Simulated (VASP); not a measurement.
# Fe (Iron-alpha): cell size against the level of theory, part 2 of 3

How close do the usual functionals, with and without dispersion, come to the cell of Fe (Iron-alpha)? LASPH is on for some levels and off for others; the table marks which. The start is a cell from a database of measured crystal structures.

VASP 6.6.1, plane waves and PAW; the level of theory is named at each step.

Still holding for the runs below: The cell holds one magnetic atom, so no antiferromagnetic order fits into it.

So far, final volume (Å³): step 2 (relaxation, level LDA) 10.4.

## Step 3: Relaxation with PBEsol

This step: PBEsol, spin-polarised from a ferromagnetic start (one magnetic atom a cell); plane waves and PAW (Fe) (VASP 6.6.1).

PBEsol restores the gradient expansion of exchange and is tuned for the cells of solids.

INCAR

```
SYSTEM = Fe
PREC = Accurate
ENCUT = 520
EDIFF = 1E-06
NELM = 100
ISMEAR = -1
SIGMA = 0.05
LREAL = .FALSE.
ALGO = Normal
GGA = PS
NBANDS = 10
ISPIN = 2
MAGMOM = 3
LMAXMIX = 4
LORBIT = 11
LWAVE = .FALSE.
LCHARG = .FALSE.
KPAR = 2
IBRION = 2
NSW = 60
ISIF = 3
EDIFFG = -0.01
```

POSCAR

```
Fe
1.0
   -1.4332500000      1.4332500000      1.4332500000
    1.4332500000     -1.4332500000      1.4332500000
    1.4332500000      1.4332500000     -1.4332500000
Fe
1
Direct
    0.0000000000      0.0000000000      0.0000000000
```

KPOINTS

```
Automatic mesh
0
Gamma
13 13 13
0 0 0
```

PAW data sets: Fe (PBE family, release 64).

Launch:

```console
$ mpirun -np 2 vasp_std
```

What it wrote:

```text
[banner, memory and clock lines left out]
running    2 mpi-ranks, on    1 nodes
 distrk:  each k-point on    1 cores,    2 groups
 distr:  one band on    1 cores,    1 groups

 POSCAR found type information on POSCAR Fe
 POSCAR found :  1 types and       1 ions
 [... a notice as in an earlier step ...]

 LDA part: xc-table for (Slater+PW92), standard interpolation
 POSCAR, INCAR and KPOINTS ok, starting setup
 FFT: planning ... GRIDC
 FFT: planning ... GRID_SOFT
 FFT: planning ... GRID
 WAVECAR not read
 entering main loop
       N       E                     dE             d eps       ncg     rms          rms(c)
DAV:   1     0.171662493124E+02    0.17166E+02   -0.41342E+03  3578   0.965E+02
DAV:   2    -0.944612716490E+01   -0.26612E+02   -0.24466E+02  3390   0.130E+02
DAV:   3    -0.996637816462E+01   -0.52025E+00   -0.51510E+00  3808   0.232E+01
DAV:   4    -0.996869314740E+01   -0.23150E-02   -0.23147E-02  3618   0.143E+00
DAV:   5    -0.996871129959E+01   -0.18152E-04   -0.18152E-04  3674   0.121E-01    0.117E+01
DAV:   6    -0.897195724232E+01    0.99675E+00   -0.13787E+01  3650   0.551E+01    0.606E+00
DAV:   7    -0.888172423198E+01    0.90233E-01   -0.95389E-01  3684   0.139E+01    0.334E+00
DAV:   8    -0.887383065837E+01    0.78936E-02   -0.66775E-03  4162   0.620E-01    0.131E+00
DAV:   9    -0.886604929976E+01    0.77814E-02   -0.80027E-03  4298   0.563E-01    0.321E-01
DAV:  10    -0.886580803961E+01    0.24126E-03   -0.47132E-04  3720   0.360E-01    0.780E-02
DAV:  11    -0.886585158881E+01   -0.43549E-04   -0.16479E-04  3666   0.145E-01    0.400E-02
DAV:  12    -0.886585203599E+01   -0.44718E-06   -0.50557E-06  3514   0.272E-02
   1 F= -.88658520E+01 E0= -.88606968E+01  d E =-.886585E+01  mag=     2.2408
 curvature:   0.00 expect dE= 0.000E+00 dE for cont linesearch  0.000E+00
 trial: gam= 0.00000 g(F)=  0.170E-61 g(S)=  0.183E+00 ort = 0.000E+00 (trialstep = 0.100E+01)
 search vector abs. value=  0.183E+00
 bond charge predicted
       N       E                     dE             d eps       ncg     rms          rms(c)
DAV:   1    -0.108720688557E+02   -0.20062E+01   -0.41742E+01  3618   0.103E+02    0.146E+01
DAV:   2    -0.894924750735E+01    0.19228E+01   -0.12354E+01  3650   0.555E+01    0.954E+00
DAV:   3    -0.890055461522E+01    0.48693E-01   -0.28883E-01  3704   0.836E+00    0.450E+00
DAV:   4    -0.888076595798E+01    0.19789E-01   -0.79329E-03  3632   0.924E-01    0.909E-01
DAV:   5    -0.886387200208E+01    0.16894E-01   -0.23627E-02  3754   0.129E+00    0.219E-01
DAV:   6    -0.886424383229E+01   -0.37183E-03   -0.10520E-03  3676   0.391E-01    0.804E-02
DAV:   7    -0.886430670611E+01   -0.62874E-04   -0.72284E-05  3570   0.105E-01    0.526E-02
DAV:   8    -0.886430449463E+01    0.22115E-05   -0.11891E-05  3578   0.557E-02    0.194E-02
DAV:   9    -0.886429932041E+01    0.51742E-05   -0.32824E-06  1844   0.182E-02    0.342E-03
DAV:  10    -0.886429932325E+01   -0.28402E-08   -0.12455E-07  1688   0.395E-03
   2 F= -.88642993E+01 E0= -.88607609E+01  d E =0.155271E-02  mag=     1.9898
 trial-energy change:    0.001553  1 .order    0.023312   -0.183398    0.230022
 step:   0.5224(harm=  0.4436)  dis= 0.00000  next Energy=    -8.916858 (dE=-0.510E-01)
 bond charge predicted
       N       E                     dE             d eps       ncg     rms          rms(c)
DAV:   1    -0.942017946912E+01   -0.55588E+00   -0.10562E+01  3576   0.572E+01    0.670E+00
DAV:   2    -0.896821255992E+01    0.45197E+00   -0.46894E+00  3656   0.297E+01    0.595E+00
DAV:   3    -0.892779592933E+01    0.40417E-01   -0.26189E-01  3696   0.777E+00    0.232E+00
DAV:   4    -0.892244923219E+01    0.53467E-02   -0.29977E-03  3742   0.841E-01    0.680E-01
DAV:   5    -0.891772820511E+01    0.47210E-02   -0.58834E-03  3584   0.710E-01    0.100E-01
DAV:   6    -0.891777938908E+01   -0.51184E-04   -0.10595E-04  3566   0.105E-01    0.421E-02
DAV:   7    -0.891778420553E+01   -0.48165E-05   -0.12641E-05  3500   0.551E-02    0.261E-02
DAV:   8    -0.891778811339E+01   -0.39079E-05   -0.32614E-06  3484   0.233E-02    0.547E-03
DAV:   9    -0.891778818005E+01   -0.66666E-07   -0.15895E-07  1688   0.493E-03
   3 F= -.89177882E+01 E0= -.89133334E+01  d E =-.519361E-01  mag=     2.0776
 curvature:  -0.22 expect dE=-0.213E-05 dE for cont linesearch -0.213E-05
 trial: gam=-0.00726 g(F)=  0.924E-62 g(S)=  0.981E-05 ort = 0.134E-02 (trialstep = 0.904E+00)
 search vector abs. value=  0.624E-09
 reached required accuracy - stopping structural energy minimisation
```

The job ended after 22 s (2 MPI ranks of AMD EPYC 7R43, shared host; peak memory 0.2 GiB).

OUTCAR, selected parts (step 3):

```text
The static configuration has the point symmetry O_h .

 Found     84 irreducible k-points:

   NELECT =       8.0000    total number of electrons

 E-fermi :   6.2491

 spin component 1
 k-point     1 :       0.0000    0.0000    0.0000
  band No.  band energies     occupation
    ...
      2       3.7975      1.00000
      3       3.7975      1.00000
      4       3.7975      1.00000
      5       5.1878      1.00000
      6       5.1878      1.00000
      7      31.6243      0.00000
      8      31.6243      0.00000
      9      31.6243      0.00000
     10      37.0674      0.00000

 k-point     2 :       0.0769    0.0000    0.0000
  band No.  band energies     occupation
    ...
      2       3.7247      1.00000
      3       3.7901      1.00000
      4       3.9397      1.00000
      5       5.1163      1.00000
      6       5.1938      1.00000
      7      30.1380      0.00000
      8      31.2684      0.00000
      9      31.4883      0.00000
     10      36.3208      0.00000

 k-point     3 :       0.1538    0.0000    0.0000
  band No.  band energies     occupation
    ...
      2       3.5265      1.00000
      3       3.7333      1.00000
      4       4.3459      1.00000
      5       4.9913      1.00000
      6       5.2143      1.00000
      7      27.0255      0.00000
      8      30.0203      0.00000
      9      31.1845      0.00000
     10      34.3416      0.00000

 k-point     4 :       0.2308    0.0000    0.0000
  band No.  band energies     occupation
    ...
      2       3.2556      1.00000
      3       3.6414      1.00000
      4       4.9536      1.00000
      5       4.9756      1.00000
      6       5.2527      1.00000
      7      23.4311      0.00000
      8      28.3138      0.00000
      9      30.8706      0.00000
     10      31.8477      0.00000

  Total       -0.0082310     -0.0082310     -0.0082310     -0.0000000      0.0000000      0.0000000
  in kB       -1.2207685     -1.2207685     -1.2207685     -0.0000000      0.0000000      0.0000000
  external PRESSURE =      -1.2207685 kB  Pullay stress =       0.0000000 kB

  energy-cutoff  :      520.00
  volume of cell :       10.80
      direct lattice vectors                 reciprocal lattice vectors
    -1.392588943  1.392588943  1.392588943     0.000000000  0.359043494  0.359043494
     1.392588943 -1.392588943  1.392588943     0.359043494  0.000000000  0.359043494
     1.392588943  1.392588943 -1.392588943     0.359043494  0.359043494  0.000000000

 POSITION                                       TOTAL-FORCE (eV/Angst)
 -----------------------------------------------------------------------------------
      0.00000     -0.00000      0.00000         0.000000      0.000000      0.000000
 -----------------------------------------------------------------------------------
    total drift:                                0.000000     -0.000000      0.000000

  FREE ENERGIE OF THE ION-ELECTRON SYSTEM (eV)
  ---------------------------------------------------
  free  energy   TOTEN  =        -8.9177881801 eV

  energy  without entropy=       -8.9088786336  energy(sigma->0) =       -8.91333341

 total charge
# of ion       s       p       d       tot
------------------------------------------
    1        0.511   0.590   6.282   7.383

 magnetization (x)
# of ion       s       p       d       tot
------------------------------------------
    1       -0.013  -0.051   2.125   2.060

[... 8 parts as in an earlier step ...]

[... 9 further parts left out ...]
```

LASPH is off, so gradient terms of the non-spherical density inside the spheres are left out; for open d or f shells this can shift gaps and moments. The PAW data sets were made with PBE, which is usual practice but a small mismatch for other functionals.

The steps of the relaxation:

```
step  energy less that of the first step (eV)  largest force (eV/Å)  pressure (GPa)  volume (Å³)
   1                                   0.0000                0.0000          -15.31        11.78
   2                                   0.0016                0.0000           22.71         9.96
   3                                  -0.0519                0.0000           -0.12        10.80
```

```
conventional cell, symmetrised  before  after  change
                         a (Å)   2.866  2.785  -2.8 %
                         b (Å)   2.866  2.785  -2.8 %
                         c (Å)   2.866  2.785  -2.8 %
              volume (Å³/atom)   11.78  10.80  -8.3 %
```

The relaxed structure:

```cif
data_structure
_symmetry_space_group_name_H-M 'P 1'
_symmetry_Int_Tables_number 1
_cell_length_a 2.4120
_cell_length_b 2.4120
_cell_length_c 2.4120
_cell_angle_alpha 109.471
_cell_angle_beta 109.471
_cell_angle_gamma 109.471
_cell_volume 10.80
loop_
_atom_site_label
_atom_site_type_symbol
_atom_site_fract_x
_atom_site_fract_y
_atom_site_fract_z
_atom_site_occupancy
Fe1 Fe 0.00000 0.00000 0.00000 1
```

This step gave:

```yaml
free_energy_toten: -8.918 eV
energy_at_zero_smearing: -8.913 eV
fermi_energy: 6.249 eV
pressure: -0.1221 GPa
moment_of_the_cell_from_the_last_line_of_the_log: 2.078 μB
scf_cycles_over_all_ionic_steps: 31
```

Spin moment in the PAW sphere by atom:

```
atom  spin moment in the PAW sphere (μB)
 Fe1                                2.06
```

It ends at 10.80 Å³/atom, -8.3 % from the start, with -0.12 GPa left. The conventional cell has a = 2.785 Å. The largest moment is 2.06 μB.

## Step 4: Relaxation with PBE

This step: PBE, spin-polarised from a ferromagnetic start (one magnetic atom a cell); plane waves and PAW (Fe) (VASP 6.6.1).

PBE, the usual starting point, adds the gradient of the density.

INCAR: that of step 3 with these lines changed.

```diff
@@ -9,3 +9,3 @@
 ALGO = Normal
-GGA = PS
+GGA = PE
 NBANDS = 10
```

POSCAR is that of step 3.

KPOINTS is that of step 3.

Launch:

```console
$ mpirun -np 2 vasp_std
```

What it wrote:

```text
[banner, memory and clock lines left out]
running    2 mpi-ranks, on    1 nodes
[...]
LDA part: xc-table for (Slater+PW92), standard interpolation
 POSCAR, INCAR and KPOINTS ok, starting setup
[...]
entering main loop
       N       E                     dE             d eps       ncg     rms          rms(c)
DAV:   1     0.178627951578E+02    0.17863E+02   -0.41384E+03  3586   0.966E+02
DAV:   2    -0.861365196280E+01   -0.26476E+02   -0.24348E+02  3388   0.130E+02
DAV:   3    -0.913437237421E+01   -0.52072E+00   -0.51603E+00  3828   0.233E+01
DAV:   4    -0.913668764433E+01   -0.23153E-02   -0.23150E-02  3620   0.143E+00
[...]
DAV:  10    -0.822861410736E+01    0.90681E-04   -0.59205E-04  3710   0.360E-01    0.801E-02
DAV:  11    -0.822865723679E+01   -0.43129E-04   -0.19907E-04  3690   0.157E-01    0.432E-02
DAV:  12    -0.822865708019E+01    0.15660E-06   -0.63572E-06  3498   0.311E-02
   1 F= -.82286571E+01 E0= -.82235483E+01  d E =-.822866E+01  mag=     2.2473
[...]
2 F= -.82318398E+01 E0= -.82274708E+01  d E =-.318277E-02  mag=     2.1047
 trial-energy change:   -0.003183  1 .order   -0.001503   -0.033721    0.030716
 step:   0.5618(harm=  0.5233)  dis= 0.00000  next Energy=    -8.238428 (dE=-0.977E-02)
[...]
N       E                     dE             d eps       ncg     rms          rms(c)
DAV:   1    -0.831754823266E+01   -0.85708E-01   -0.15937E+00  3598   0.214E+01    0.280E+00
DAV:   2    -0.824856974853E+01    0.68978E-01   -0.83417E-01  3656   0.125E+01    0.256E+00
DAV:   3    -0.823979576082E+01    0.87740E-02   -0.59491E-02  3678   0.360E+00    0.859E-01
DAV:   4    -0.823904886692E+01    0.74689E-03   -0.80421E-04  3772   0.450E-01    0.216E-01
DAV:   5    -0.823841270957E+01    0.63616E-03   -0.91194E-04  3570   0.364E-01    0.511E-02
DAV:   6    -0.823841949722E+01   -0.67876E-05   -0.62608E-05  3662   0.103E-01    0.163E-02
DAV:   7    -0.823842146389E+01   -0.19667E-05   -0.24808E-06  3452   0.243E-02    0.107E-02
DAV:   8    -0.823842271588E+01   -0.12520E-05   -0.10632E-06  1760   0.121E-02    0.238E-03
DAV:   9    -0.823842271120E+01    0.46822E-08   -0.53560E-08  1680   0.313E-03
   3 F= -.82384227E+01 E0= -.82338436E+01  d E =-.976563E-02  mag=     2.1500
[...]
reached required accuracy - stopping structural energy minimisation
```

Run time: 21 s. Hardware: 2 MPI ranks; peak memory 0.21 GiB.

Parts of OUTCAR (step 4):

```text
  Total       -0.0040388     -0.0040388     -0.0040388      0.0000000      0.0000000     -0.0000000
  in kB       -0.5716046     -0.5716046     -0.5716046      0.0000000      0.0000000     -0.0000000
  external PRESSURE =      -0.5716046 kB  Pullay stress =       0.0000000 kB

 POSITION                                       TOTAL-FORCE (eV/Angst)
 -----------------------------------------------------------------------------------
     -0.00000      0.00000      0.00000         0.000000     -0.000000     -0.000000
 -----------------------------------------------------------------------------------
    total drift:                                0.000000     -0.000000      0.000000

  FREE ENERGIE OF THE ION-ELECTRON SYSTEM (eV)
  ---------------------------------------------------
  free  energy   TOTEN  =        -8.2384227112 eV

  energy  without entropy=       -8.2292644037  energy(sigma->0) =       -8.23384356

 magnetization (x)
# of ion       s       p       d       tot
------------------------------------------
    1       -0.014  -0.059   2.222   2.148

[... 2 parts as in an earlier step ...]

[... 2 further parts left out ...]
[key lines of the parts left out:]
E-fermi :   5.8552
```

Relaxation path:

```csv
step,energy less that of the first step (eV),largest force (eV/Å),pressure (GPa),volume (Å³)
1,0.0000,0.0000,-6.57,11.78
2,-0.0032,0.0000,6.42,10.97
3,-0.0098,0.0000,-0.06,11.32
```

```csv
"conventional cell, symmetrised",before,after,change
a (Å),2.866,2.829,-1.3 %
b (Å),2.866,2.829,-1.3 %
c (Å),2.866,2.829,-1.3 %
volume (Å³/atom),11.78,11.32,-3.9 %
```

Final coordinates:

```
Fe
1.0
    -1.41450    1.41450    1.41450
     1.41450   -1.41450    1.41450
     1.41450    1.41450   -1.41450
Fe
1
Direct
  0.00000 0.00000 0.00000
```

It ends at 11.32 Å³/atom, -3.9 % from the start, with -0.06 GPa left. The conventional cell has a = 2.829 Å. Against its usual tendency, PBE gives a cell smaller than the listed one. The largest moment is 2.15 μB.

## Step 5: Relaxation with r2SCAN

This step: r2SCAN, spin-polarised from a ferromagnetic start (one magnetic atom a cell); plane waves and PAW (Fe) (VASP 6.6.1).

r2SCAN adds the kinetic-energy density, costs more than a GGA and is run with LASPH.

INCAR: that of step 4 with these lines changed.

```diff
@@ -9,3 +9,4 @@
 ALGO = Normal
-GGA = PE
+METAGGA = R2SCAN
+LASPH = .TRUE.
 NBANDS = 10
```

POSCAR is that of step 4.

KPOINTS is that of step 4.

Launch:

```console
$ mpirun -np 2 vasp_std
```

What it wrote:

```text
[banner, memory and clock lines left out]
running    2 mpi-ranks, on    1 nodes
[...]
[... a notice as in an earlier step ...]

 LDA part: xc-table for (None), standard interpolation
 POSCAR, INCAR and KPOINTS ok, starting setup
[...]
entering main loop
       N       E                     dE             d eps       ncg     rms          rms(c)
DAV:   1     0.135998688944E+02    0.13600E+02   -0.42501E+03  3570   0.997E+02
DAV:   2    -0.148647832507E+02   -0.28465E+02   -0.26022E+02  3400   0.137E+02
DAV:   3    -0.154480054599E+02   -0.58322E+00   -0.58060E+00  3782   0.256E+01
DAV:   4    -0.154511527996E+02   -0.31473E-02   -0.31470E-02  3624   0.173E+00
[...]
DAV:  13    -0.143670041547E+02   -0.14169E-04   -0.69677E-05  3882   0.711E-02    0.984E-03
DAV:  14    -0.143670029702E+02    0.11845E-05   -0.79770E-07  2552   0.112E-02    0.152E-03
DAV:  15    -0.143670027572E+02    0.21294E-06   -0.52551E-08  1700   0.322E-03
   1 F= -.14367003E+02 E0= -.14364478E+02  d E =-.143670E+02  mag=     2.6475
[...]
DAV:   4    -0.143670171094E+02    0.16470E-04   -0.15938E-05  3712   0.624E-02    0.351E-02
DAV:   5    -0.143670028385E+02    0.14271E-04   -0.19275E-05  3872   0.362E-02    0.561E-03
DAV:   6    -0.143670030600E+02   -0.22152E-06   -0.64187E-07  2304   0.836E-03
   2 F= -.14367003E+02 E0= -.14364482E+02  d E =-.302762E-06  mag=     2.6472
 trial-energy change:   -0.000000  1 .order    0.000010   -0.000138    0.000159
 step:   0.5188(harm=  0.4652)  dis= 0.00000  next Energy=   -14.367040 (dE=-0.374E-04)
[...]
N       E                     dE             d eps       ncg     rms          rms(c)
DAV:   1    -0.143673639108E+02   -0.36107E-03   -0.72442E-03  3634   0.144E+00    0.172E-01
DAV:   2    -0.143670465344E+02    0.31738E-03   -0.25872E-03  3690   0.727E-01    0.179E-01
DAV:   3    -0.143670482137E+02   -0.16793E-05   -0.89538E-05  3742   0.136E-01    0.690E-02
DAV:   4    -0.143670426347E+02    0.55790E-05   -0.37817E-06  3550   0.310E-02    0.172E-02
DAV:   5    -0.143670397861E+02    0.28486E-05   -0.42761E-06  3156   0.179E-02    0.298E-03
DAV:   6    -0.143670400074E+02   -0.22125E-06   -0.15170E-07  1684   0.452E-03
   3 F= -.14367040E+02 E0= -.14364518E+02  d E =-.372501E-04  mag=     2.6473
[...]
reached required accuracy - stopping structural energy minimisation
```

The job ended after 94 s (2 MPI ranks; peak memory 0.19 GiB).

From OUTCAR (step 5):

```text
  Total        0.0034981      0.0034981      0.0034981      0.0000000     -0.0000000      0.0000000
  in kB        0.4770142      0.4770142      0.4770142      0.0000000     -0.0000000      0.0000000
  external PRESSURE =       0.4770142 kB  Pullay stress =       0.0000000 kB

 POSITION                                       TOTAL-FORCE (eV/Angst)
 -----------------------------------------------------------------------------------
      0.00000     -0.00000      0.00000         0.000000     -0.000000      0.000000
 -----------------------------------------------------------------------------------
    total drift:                                0.000000     -0.000000      0.000000

  FREE ENERGIE OF THE ION-ELECTRON SYSTEM (eV)
  ---------------------------------------------------
  free  energy   TOTEN  =       -14.3670400074 eV

  energy  without entropy=      -14.3619958881  energy(sigma->0) =      -14.36451795

 magnetization (x)
# of ion       s       p       d       tot
------------------------------------------
    1       -0.013  -0.118   2.846   2.716

[... 2 parts as in an earlier step ...]

[... 2 further parts left out ...]
[key lines of the parts left out:]
E-fermi :   5.4926
```

SCAN-type functionals tend to overstate the moments of itinerant magnets.

Little changed from the start: no atom moved by 0.005 Å and no cell edge by 0.1 %.

Spin moment in the PAW sphere by atom:

| atom | spin moment in the PAW sphere (μB) |
| --- | --- |
| Fe1 | 2.72 |

It ends at 11.75 Å³/atom, -0.2 % from the start, with 0.05 GPa left. The conventional cell has a = 2.864 Å. The largest moment is 2.72 μB.

[end of part 2 of 3]

[Lines on the potential files, build, host, timing and source positions are cut from VASP's logs without a mark.]

[Logs are printed without paths, hosts, clocks, repeated set-up lines and the standing remarks that a program may print on its own settings, such as how far it seeks lower states.]

[Hosts, paths, dates, database ids (printed as entryN), source tags and the programs' standing remarks are cut or masked in the printed files.]

[A measured line is paired with the nearest computed mode of its activity, which favours agreement.]
